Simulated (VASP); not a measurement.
Given:

```xyz
8
Lattice="1.4061 -2.4355 0.0000 1.4061 2.4355 0.0000 0.0000 0.0000 12.5871" Properties=species:S:1:pos:R:3 pbc="T T T"
Al     1.4061     0.8118     9.4403
Al     1.4061    -0.8118     3.1468
Cr     1.4061     0.8118     1.0658
Cr     1.4061    -0.8118     7.3593
Cr     1.4061    -0.8118    11.5213
Cr     1.4061     0.8118     5.2277
C      0.0000     0.0000     0.0000
C      0.0000     0.0000     6.2935
```

Calculation: PBEsol GGA, VASP's PBE PAW potentials (set 64) (plane waves; VASP). Settings: 520 eV cut-off, 14×14×3 Γ-centred mesh, tetrahedra with Blöchl corrections, potentials Al Cr_pv C.

The cores are frozen, which limits the accuracy of field gradients.

**Question.** Give the principal components of the electric field gradient (V/Å²) and the asymmetry η at each nucleus.

**Answer.** 
| atom | Vxx | Vyy | Vzz | η |
|---|---|---|---|---|
| Al1 | 17.0 | 17.0 | -34.0 | 0.00 |
| Al2 | 17.0 | 17.0 | -34.0 | 0.00 |
| Cr3 | 1.5 | 1.5 | -3.1 | 0.00 |
| Cr4 | 1.5 | 1.5 | -3.1 | 0.00 |
| Cr5 | 1.5 | 1.5 | -3.1 | 0.00 |
| Cr6 | 1.5 | 1.5 | -3.1 | 0.00 |
| C7 | -0.4 | -0.4 | 0.8 | 0.00 |
| C8 | -0.4 | -0.4 | 0.8 | 0.00 |

The compound is AlCr2C in the sg194 structure. It was relaxed first, which changed the volume by -5 %. The run is not spin-polarised, so no magnetic state was tried.
